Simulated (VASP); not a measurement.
```xyz
4
Lattice="4.4022 0.0000 0.0000 -2.2011 3.8124 0.0000 0.0000 0.0000 7.1813" Properties=species:S:1:pos:R:3 pbc="T T T"
Cd     2.2011     1.2708     3.5903
Cd     0.0000     2.5416     7.1809
Se     2.2011     1.2708     6.2902
Se     0.0000     2.5416     2.6995
```

Level of theory: HSE06 screened hybrid, VASP's PBE PAW potentials (set 64) (plane waves; VASP). Settings: 300 eV cut-off, 6×6×3 Γ-centred mesh, Gaussian smearing of 0.010 eV, potentials Cd Se.

At this cut-off the stress carries a Pulay error, which pulls relaxed volumes low.

Problem. What does the run give for the energy per atom (σ→0), pressure, band gap (on the k-mesh) with the smallest direct gap where there is one?

Solution. 
```
Property                                     Result
-----------------------------------  --------------
band gap (on the k-mesh)                    1.44 eV
smallest direct gap (on the k-mesh)         1.44 eV
energy per atom (σ→0)                -3421 meV/atom
pressure                                  -1.65 GPa
```

Only differences to runs with the same potentials and settings are physical.

The structure comes from a computed database's CdSe entry; how it stands against other phases isn't given here. The cell was not relaxed at this level.
